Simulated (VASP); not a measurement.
Here is a VASP 6.6.1 calculation.

File INCAR:

```
SYSTEM = CaO
PREC = Accurate
ENCUT = 520
EDIFF = 1E-6
ISMEAR = 0
SIGMA = 0.02
LREAL = .FALSE.
LASPH = .TRUE.
NELM = 80
ALGO = Fast
ISIF = 2
LWAVE = .FALSE.
LCHARG = .FALSE.
GGA = PE
IVDW = 12
NBANDS = 15
```

File KPOINTS:

```
regular mesh
0
G
  10 10 10
  0 0 0
```

The input POSCAR:

```
CaO                                     
1.0
    0.0000000000      2.3952641579      2.3952641579
    2.3952641579      0.0000000000      2.3952641579
    2.3952641579      2.3952641579     -0.0000000000
  Ca              O             
     1     1
Direct
     0.0000000000000000    0.0000000000000000    0.0000000000000000
     0.5000000000000000    0.5000000000000000    0.5000000000000000
```

Contents of KPOINTS_OPT:

```
path GXWKGLUWLK,UX
10
line-mode
reciprocal
 0.0000000000  0.0000000000  0.0000000000  G
 0.5000000000  0.0000000000  0.5000000000  X

 0.5000000000  0.0000000000  0.5000000000  X
 0.5000000000  0.2500000000  0.7500000000  W

 0.5000000000  0.2500000000  0.7500000000  W
 0.3750000000  0.3750000000  0.7500000000  K

 0.3750000000  0.3750000000  0.7500000000  K
 0.0000000000  0.0000000000  0.0000000000  G

 0.0000000000  0.0000000000  0.0000000000  G
 0.5000000000  0.5000000000  0.5000000000  L

 0.5000000000  0.5000000000  0.5000000000  L
 0.6250000000  0.2500000000  0.6250000000  U

 0.6250000000  0.2500000000  0.6250000000  U
 0.5000000000  0.2500000000  0.7500000000  W

 0.5000000000  0.2500000000  0.7500000000  W
 0.5000000000  0.5000000000  0.5000000000  L

 0.5000000000  0.5000000000  0.5000000000  L
 0.3750000000  0.3750000000  0.7500000000  K

 0.6250000000  0.2500000000  0.6250000000  U
 0.5000000000  0.0000000000  0.5000000000  X
```

Potentials or basis: VASP PAW PBE potentials, release 64 (Ca_sv, O).

The run is started by

```sh
$ cat potpaw_PBE.64/Ca_sv/POTCAR potpaw_PBE.64/O/POTCAR > POTCAR
$ mpirun -np 1 vasp_std > vasp.out
```

Q: What does it give for the dispersion energy per atom?

A: -0.275 eV.

Q: Estimate the band gap along the path.

A: 3.63 eV, indirect (least direct gap 4.01 eV).

Q: Predict the pressure.

A: 0.0 GPa.

Q: Estimate the band gap on the k mesh.

A: 3.63 eV, indirect (least direct gap 4.00 eV).

Levels at the corners of the path, in eV from the valence-band top:
```csv
point,band 6,band 7,band 8,band 9,band 10,band 11
Γ,0.00,0.00,0.00,4.80,6.25,6.25
X,-1.30,-0.37,-0.37,3.63,8.12,8.95
X,-1.30,-0.37,-0.37,3.63,8.12,8.95
W,-1.30,-1.06,-1.06,6.35,6.35,8.46
W,-1.30,-1.06,-1.06,6.35,6.35,8.46
K,-1.35,-1.21,-0.79,5.15,8.05,8.64
K,-1.35,-1.21,-0.79,5.15,8.05,8.64
Γ,0.00,0.00,0.00,4.80,6.25,6.25
Γ,0.00,0.00,0.00,4.80,6.25,6.25
L,-2.66,-1.22,-1.22,7.10,8.41,8.41
L,-2.66,-1.22,-1.22,7.10,8.41,8.41
U,-1.35,-1.21,-0.79,5.15,8.05,8.64
U,-1.35,-1.21,-0.79,5.15,8.05,8.64
W,-1.30,-1.06,-1.06,6.35,6.35,8.46
W,-1.30,-1.06,-1.06,6.35,6.35,8.46
L,-2.66,-1.22,-1.22,7.10,8.41,8.41
L,-2.66,-1.22,-1.22,7.10,8.41,8.41
K,-1.35,-1.21,-0.79,5.15,8.05,8.64
U,-1.35,-1.21,-0.79,5.15,8.05,8.64
X,-1.30,-0.37,-0.37,3.63,8.12,8.95
```
